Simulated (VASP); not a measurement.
```
Dy
1.0
    1.83090    -3.17121     0.00000
    1.83090     3.17121     0.00000
    0.00000     0.00000     5.76300
Dy
2
Direct
  0.33333   0.66667   0.25000
  0.66667   0.33333   0.75000
```

The base run (VASP): PBE GGA, plane waves, VASP's PBE PAW potentials (set 64). Numerical set-up: 400 eV cut-off, 10×10×6 Γ-centred mesh, first-order Methfessel-Paxton smearing of 0.10 eV, potentials Dy_3.

The 4f electrons are frozen in the core of the lanthanide potential, so 4f levels, which can set the real gap, and their magnetism are missing.

One setting is varied; ΔE counts from the most expensive setting. The base run took about 10 core-seconds. The timings are rough (shared machines, no repeats); factors under 2 mean little.

Pressures at a finite cut-off, here 400 eV, hold a Pulay part, which wasn't tested here.

```tsv
setting	cost over the base run	electronic steps	ΔE (meV/atom)	pressure (GPa)
KPOINTS 2×2×1 Γ-centred mesh	about 1/6	11	-663.6	-10.35
KPOINTS 3×3×2 Γ-centred mesh	about 1/4	12	51.5	-2.62
KPOINTS 4×4×2 Γ-centred mesh	about 1/4	11	41.1	-0.75
KPOINTS 5×5×3 Γ-centred mesh	about 1/3	12	21.8	-1.77
KPOINTS 8×8×5 Γ-centred mesh	within a factor of 2	11	5.5	-1.79
base run	reference	11	-5.4	-1.82
KPOINTS 11×11×7 Γ-centred mesh	within a factor of 2	11	0.0	-1.80
```

Left out are runs that failed, have no time on record or changed the cell.

The compound is Dy in the hcp structure. The cell was not relaxed at this level.
